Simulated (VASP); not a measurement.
An input for Ansatz (written as the equivalent of a VASP run, and not itself run):

Ansatz 0.2 input:
```yaml
crystal:
  lattice:
    - [0.0000000, 2.2268340, 2.2720970]
    - [2.2033770, 0.0000000, 2.2720970]
    - [2.2033770, 2.2268340, 0.0000000]
  atoms:
    - { symbol: Ga, position: [0.0000000, 0.0000000, 0.0000000] }
    - { symbol: N, position: [0.2381560, 0.2618440, 0.2618440] }
kpoints:
  mp_grid: { grid: [9, 9, 9] }
hamiltonian:
  xc: pbe
  pseudopotentials: { kind: paw }
scf:
  occupations: { method: gaussian, width: 0.05 }
  max_iter: 100
output: { forces: true, stress: true, eigenvalues: true }
```

### Question
Write the VASP files for the same calculation (PBE).

### Answer
One answer among several that fit: 
### INCAR
```
ALGO  =  Normal
EDIFF  =  1E-6
ENCUT  =  520
GGA  =  PE
ISIF  =  2
ISMEAR  =  0
LASPH  =  .True.
LCHARG  =  .False.
LMAXMIX  =  4
LREAL  =  .False.
LWAVE  =  .False.
NELM  =  100
PREC  =  Accurate
SIGMA  =  0.05
SYSTEM  =  GaN
```

### POSCAR
```
GaN
1
    0.0000000000     2.2268340000     2.2720970000
    2.2033770000     0.0000000000     2.2720970000
    2.2033770000     2.2268340000     0.0000000000
Ga N
1 1
Direct
  0.0000000000   0.0000000000   0.0000000000
  0.2381560000   0.2618440000   0.2618440000
```

KPOINTS:
```
Automatic mesh
0
Gamma
9 9 9
0 0 0
```

POTCAR, in this order: Ga_d N (PBE.64 set). Program: vasp_std.

Limits of the translation: each code has its own PAW files, so the cut-off isn't converted (ENCUT is set for VASP's; basis.ecutwfc is left out, and Ansatz then takes the one that its files recommend); Ansatz stops its SCF on the density residual and VASP on the energy change (EDIFF).

The compound is GaN in the zinc blende structure, a metastable form; wurtzite is the usual one. The cell was not relaxed at this level, atoms are displaced from their ideal sites.
